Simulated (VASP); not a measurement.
Here is the system:

```
CELL_PARAMETERS angstrom
      0.00000     3.07002     3.07002
      3.07002     0.00000     3.07002
      3.07002     3.07002     0.00000
ATOMIC_POSITIONS crystal
  Cu 0.00000 0.00000 0.00000
  I  0.25000 0.25000 0.25000
```

Computed with PW91 GGA, VASP's PBE PAW potentials (set 64) (plane waves; VASP 6.6.1). Numerical set-up: 520 eV cut-off, 8×8×8 Γ-centred mesh, Gaussian smearing of 0.050 eV, potentials Cu I.

Unless said otherwise, spin-orbit coupling is left out, though it shifts the bands of the heavy elements here.

Predict the energy per atom (σ→0), pressure, band gap (on the k-mesh) with the smallest direct gap where there is one.

| Item | Value |
|---|---|
| band gap (on the k-mesh) | 1.07 eV |
| smallest direct gap (on the k-mesh) | 1.07 eV |
| energy per atom (σ→0) | -2.805 eV/atom |
| pressure | -1.10 GPa |

Total energies compare only between runs with the same potentials, cut-off and functional.

The compound is CuI in the zinc blende structure. This cell is one point of a volume scan, at 1.03 of the reference volume.
